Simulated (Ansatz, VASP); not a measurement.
**Two plane-wave programs on Zn2Ir**

```
Zn Ir
1.0
     0.00000    2.95085    2.95085
     2.95085    0.00000    2.95085
     2.95085    2.95085    0.00000
Zn Ir
2 1
Direct
  0.25000 0.25000 0.25000
  0.75000 0.75000 0.75000
  0.00000 0.00000 0.00000
```

Alike in both runs: functional PBE; k mesh 6 × 6 × 6; occupations gaussian, width 0.1 eV; no spin polarisation.

Ansatz relaxed the structure, and its values are those at the end. VASP's run is a single point on that final structure, the one shown.

|  | VASP | Ansatz |
| --- | --- | --- |
| version | VASP 6.6.1 | Ansatz 0.2.0 |
| potentials or method | VASP PAW PBE potentials, release 64 (Zn, Ir) | scalar-relativistic, plane waves, PAW |
| plane-wave cutoff (eV) | 520 | 420 |
| valence electrons in the cell | 33 | 41 |

```tsv
	VASP	Ansatz	Ansatz less VASP
gap on the k mesh at the Fermi level (eV)	none	none	-
pressure (GPa)	0.9	0.4	-0.56
```

A gap of «none» marks a metal or a gap that the smearing closes. The two sets of potentials don't hold the same shells in valence.

The runs have no spin-orbit coupling, so splittings on Ir are missing.
